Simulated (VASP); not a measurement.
HfIn2Se5: relaxation of cell and atoms with PBE

HfIn2Se5:

```
Hf In Se
1.0
     3.91526   -0.00226    0.02869
    -1.95959    3.30230   -0.04735
     0.12834   -0.17051   18.46778
Hf In Se
1 2 5
Direct
  0.96966 0.96190 0.00039
  0.36120 0.72968 0.38631
  0.70547 0.38552 0.60204
  0.64610 0.33486 0.92004
  0.33327 0.64780 0.08149
  0.67995 0.31268 0.32151
  0.34620 0.69897 0.69019
  0.00797 0.97956 0.49320
```

The cell was built by a generator and needn't be a form met in nature.

```json
{
 "Program": "VASP 6.6.1",
 "Task": "relaxation of cell and atoms",
 "Functional": "PBE",
 "Potentials or basis": "VASP PAW PBE potentials, release 64 (Hf_pv, In_d, Se)",
 "Cutoff": "520 eV",
 "k mesh": "7 × 7 × 2",
 "Occupations": "gaussian, width 0.15 eV",
 "Spin": "no spin polarisation",
 "Further INCAR settings": "PREC = Normal; LREAL = Auto; ALGO = Fast; EDIFF = 1e-05; ISYM = 0; IBRION = 2; EDIFFG = -0.03; NSW = 110; ISIF = 3"
}
```

- Relaxed volume: 30.32 Å³/atom
- Relaxed cell: a = 3.911 Å, b = 3.949 Å, c = 18.123 Å, α = 90.72°, β = 89.86°, γ = 119.91°
- Space group after relaxing (to 0.05 Å): P1 (No. 1)
- Energy gained by relaxing: 123.0 meV/atom
- Ionic steps: 29
- Pressure after relaxing: 0.0 GPa
- Largest force after relaxing: 0.025 eV/Å
- Band gap on the k mesh: 0.82 eV, indirect (least direct gap 1.17 eV)

Forces on the atoms (eV/Å):
```
Hf  -0.001 -0.005  0.008
In   0.003  0.004  0.000
In  -0.005  0.004  0.001
Se   0.007  0.023  0.000
Se  -0.002 -0.009  0.013
Se  -0.005  0.007 -0.003
Se   0.004  0.000 -0.013
Se  -0.001 -0.024 -0.007
```

Stress tensor (GPa, compression positive):
```
 0.04  0.00 -0.01
 0.00 -0.02 -0.06
-0.01 -0.06 -0.05
```

The path:
```tsv
step	energy change (eV)	largest force (eV/Å)	pressure (GPa)	volume (Å³)
1	0.0000	4.1356	2.69	238.66
2	-0.5751	1.1933	-3.21	256.15
3	-0.6887	1.2412	-1.69	249.73
4	-0.8744	0.5644	0.21	240.80
5	-0.8846	0.4847	0.97	238.12
6	-0.9360	0.2333	0.06	240.74
7	-0.9366	0.2302	-0.01	241.04
8	-0.9504	0.2019	-0.13	241.17
9	-0.9540	0.1843	-0.17	241.26
10	-0.9586	0.1562	0.09	240.03
11	-0.9594	0.1455	0.40	238.74
12	-0.9618	0.1542	0.44	238.84
13	-0.9669	0.1335	0.29	239.15
14	-0.9673	0.2082	0.08	239.75
15	-0.9688	0.1496	0.19	239.46
16	-0.9720	0.1232	0.03	240.22
17	-0.9744	0.1468	-0.34	241.52
18	-0.9765	0.1248	-0.15	241.37
19	-0.9782	0.1024	-0.04	241.17
20	-0.9778	0.1376	0.26	240.78
21	-0.9785	0.0968	0.11	241.02
22	-0.9802	0.0785	0.10	241.25
23	-0.9826	0.0460	0.06	241.94
24	-0.9827	0.0508	0.05	242.08
25	-0.9833	0.0395	-0.02	242.44
26	-0.9834	0.0519	-0.12	242.93
27	-0.9837	0.0356	-0.08	242.80
28	-0.9837	0.0348	-0.05	242.75
29	-0.9840	0.0246	-0.01	242.58
```

Final structure:
```yaml
crystal:
  lattice:
    - [3.91077, -0.00816, 0.00583]
    - [-1.96226, 3.42698, -0.02464]
    - [0.01643, -0.12206, 18.12226]
  atoms:
    - { symbol: Hf, position: [0.98376, 0.98344, 0.00079] }
    - { symbol: In, position: [0.36764, 0.71462, 0.39124] }
    - { symbol: In, position: [0.69211, 0.38282, 0.60622] }
    - { symbol: Se, position: [0.64773, 0.30846, 0.91804] }
    - { symbol: Se, position: [0.31692, 0.65208, 0.08340] }
    - { symbol: Se, position: [0.68941, 0.36236, 0.31490] }
    - { symbol: Se, position: [0.36815, 0.72910, 0.68226] }
    - { symbol: Se, position: [0.98408, 0.91808, 0.49834] }
```

Levels at points of the mesh, in eV from the valence-band top:
| k point | band 30 | band 31 | band 32 | band 33 | band 34 | band 35 | band 36 | band 37 |
| --- | --- | --- | --- | --- | --- | --- | --- | --- |
| (0.00, 0.00, 0.00) | -0.12 | -0.06 | -0.01 | 0.00 | 1.29 | 1.53 | 1.59 | 2.13 |
| (0.00, 0.00, 0.50) | -0.12 | -0.06 | -0.01 | 0.00 | 1.38 | 1.53 | 1.59 | 2.11 |

It took 8.4 min on 4 MPI ranks on Intel(R) Xeon(R) 6975P-C (Granite Rapids) (shared host), peak memory 0.46 GiB a rank.

Caveat: spin-orbit coupling is left out, which moves the levels of the heavy elements; an odd mesh through Γ misses points on the zone boundary, where band edges often lie.
